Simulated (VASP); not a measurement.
Be2CdS3:

```xyz
6
Lattice="3.8589 0.0000 0.0000 -1.9294 3.3419 0.0000 0.0000 0.0000 8.4458" Properties=species:S:1:pos:R:3 pbc="T T T"
Be    0.0000    2.2279    0.0000
Be    1.9294    1.1140    0.0000
Cd    0.0000    0.0000    0.0000
S     0.0000    2.2279    4.2229
S     1.9294    1.1140    4.2229
S     0.0000    0.0000    4.2229
```

The cell was built by a generator and needn't be a form met in nature.

```yaml
Program: VASP 6.6.1
Task: relaxation of cell and atoms
Functional: PBE
Potentials_or_basis: VASP PAW PBE potentials, release 64 (Be, Cd, S)
Cutoff: 520 eV
k_mesh: 4 × 4 × 2
Occupations: gaussian, width 0.15 eV
Spin: no spin polarisation
```

At the start: pressure 28.4 GPa; volume 18.15 Å³/atom.

Q: Where does the relaxation end?

A: Over 16 steps the energy falls by 724.7 meV/atom and the volume is 16.35 Å³/atom (-9.9 %); space group P6/mmm (No. 191, to 0.05 Å).

The path:
```
step  energy change (eV)  largest force (eV/Å)  pressure (GPa)  volume (Å³)
   1              0.0000                0.0000           28.39       108.92
   2             -2.1883                0.0000           -8.08       165.45
   3             -3.2251                0.0000           -0.81       139.46
   4             -3.2249                0.0000           -0.50       138.82
   5             -3.2460                0.0000           -0.51       137.19
   6             -3.3187                0.0000           -0.48       132.30
   7             -3.5352                0.0000           -0.64       122.47
   8             -4.2337                0.0000            0.41       102.57
   9              6.8321                0.0000          118.82        61.83
  10             -4.2674                0.0000            0.58       101.35
  11             -4.3083                0.0000            3.03        94.13
  12             -4.3307                0.0000            1.89        96.98
  13             -4.3371                0.0000            0.21        97.28
  14             -4.3450                0.0000            0.76        97.16
  15             -4.3450                0.0000            0.88        97.15
  16             -4.3482                0.0000            0.27        98.12
```

Final structure:
```
Be Cd S
1.0
     4.43227    0.00000    0.00000
    -2.21614    3.83846    0.00000
     0.00000    0.00000    5.76737
Be Cd S
2 1 3
Cartesian
  0.0000 2.5590 0.0000
  2.2161 1.2795 5.7674
  0.0000 0.0000 0.0000
  0.0000 2.5590 2.8837
  2.2161 1.2795 2.8837
  0.0000 0.0000 2.8837
```

Caveat: the k mesh is coarse (spacing up to 0.47 Å⁻¹), so the values aren't converged.
